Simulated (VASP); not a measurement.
Output of a VASP run:

File OSZICAR:
```
       N       E                     dE             d eps       ncg     rms          rms(c)
DAV:   1     0.181625540570E+02    0.18163E+02   -0.41523E+03  1456   0.966E+02
DAV:   2    -0.851216913944E+00   -0.19014E+02   -0.18997E+02  1561   0.135E+02
DAV:   3    -0.110544570755E+01   -0.25423E+00   -0.25422E+00  1715   0.221E+01
DAV:   4    -0.110716059295E+01   -0.17149E-02   -0.17149E-02  1869   0.169E+00
DAV:   5    -0.110717488324E+01   -0.14290E-04   -0.14290E-04  1736   0.121E-01    0.397E-01
DAV:   6    -0.110225486343E+01    0.49200E-02   -0.47457E-03  1680   0.142E+00    0.228E-01
DAV:   7    -0.109990361942E+01    0.23512E-02   -0.40339E-03  1778   0.118E+00    0.497E-02
DAV:   8    -0.109980795350E+01    0.95666E-04   -0.27099E-04  1582   0.405E-01    0.266E-03
DAV:   9    -0.109980825546E+01   -0.30196E-06   -0.13456E-06  1148   0.190E-02
   1 F= 0.27352866E+00 E0= 0.27378100E+00  d E =0.273529E+00
```

**OUTCAR**
```
------------------------ aborting loop because EDIFF is reached ----------------------------------------
  FORCE on cell =-STRESS in cart. coord.  units (eV):
  Direction    XX          YY          ZZ          XY          YZ          ZX
  --------------------------------------------------------------------------------------
  Total        1.3535018      1.3535018      1.3535018      0.0000000     -0.0000000      0.0000000
  in kB       98.5557012     98.5557012     98.5557012      0.0000000     -0.0000000      0.0000000
  external PRESSURE =      -1.4442988 kB  Pullay stress =     100.0000000 kB
  volume of cell :       22.00
      direct lattice vectors                 reciprocal lattice vectors
    -1.765262228  1.765262228  1.765262228     0.000000000  0.283244037  0.283244037
     1.765262228 -1.765262228  1.765262228     0.283244037  0.000000000  0.283244037
     1.765262228  1.765262228 -1.765262228     0.283244037  0.283244037  0.000000000
 POSITION                                       TOTAL-FORCE (eV/Angst)
 -----------------------------------------------------------------------------------
      0.00000      0.00000      0.00000        -0.000000     -0.000000     -0.000000
 -----------------------------------------------------------------------------------
    total drift:                               -0.000000      0.000000      0.000000
  FREE ENERGIE OF THE ION-ELECTRON SYSTEM (eV)
  ---------------------------------------------------
  free  energy   TOTEN  =        -1.0998082555 eV

  energy  without entropy=       -1.0990512246  energy(sigma->0) =       -1.09955591
  enthalpy is  TOTEN    =         0.2735286607 eV   P V=        1.3733369162

 reached required accuracy - stopping structural energy minimisation
```
(Selected blocks of OUTCAR.)

POSCAR:
```
Na
1
   -1.7652622277     1.7652622277     1.7652622277
    1.7652622277    -1.7652622277     1.7652622277
    1.7652622277     1.7652622277    -1.7652622277
Na
1
Direct
  0.0000000000   0.0000000000   0.0000000000
```

Task: Reconstruct the remaining input files.

Result: Several could match; the one computed here: the input of the run itself, PBEsol GGA, plane waves, VASP's PBE PAW potentials (set 64).

### KPOINTS
```
kpoints
0
G
  14 14 14
```

### INCAR
```
SYSTEM  =  Na
PREC  =  Accurate; ENCUT  =  500; LREAL  =  F
LASPH  =  T
EDIFF  =  1E-6; NELM  =  100; ALGO  =  Normal
ISMEAR  =  1; SIGMA  =  0.1
GGA  =  PS
IBRION  =  2; NSW  =  40; ISIF  =  3
EDIFFG  =  -0.02; PSTRESS  =  100
LWAVE  =  F; LCHARG  =  F
```

POTCAR, in this order: Na_pv (PBE.64 set). Program: vasp_std.

The compound is Na in the bcc structure. It was relaxed first under an external pressure of 10 GPa.
